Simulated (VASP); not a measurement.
Runs of VASP 6.6.1 on Mg. All rows change the cell; the cell of one of them follows. It takes space group I4/mmm (No. 139, tetragonal). The conventional cell has a = 3.055 Å, b = 3.055 Å, c = 4.489 Å, α = 90.00°, β = 90.00°, γ = 90.00°. Mg (site symmetry 4/mmm) is surrounded by 12 Mg at 3.05 to 3.11 Å. This isn't the form of Mg at room conditions, which is hcp.

```tsv
cell	gap on the mesh (eV)	pressure (GPa)
strain -0.0375 x Voigt [1, 1, 0, 0, 0, 0], atoms carried along	none	1.3
strain -0.0750 x Voigt [1, 1, 0, 0, 0, 0], atoms carried along	none	5.5
strain +0.0750 x Voigt [1, 1, 0, 0, 0, 0], atoms carried along	none	-5.1
strain +0.0375 x Voigt [1, 1, 0, 0, 0, 0], atoms carried along	none	(a)
```

Alike in all rows: task single point; level LDA; potentials or basis VASP PAW LDA potentials, release 64 (Mg); no spin polarisation; k mesh 18 × 18 × 18; cutoff (eV) 520; smearing gaussian 0.15 eV.

Problem. Fill in the values left out.

Solution. (a) -3.7.

A gap of «none» marks a metal or a gap under the smearing width.
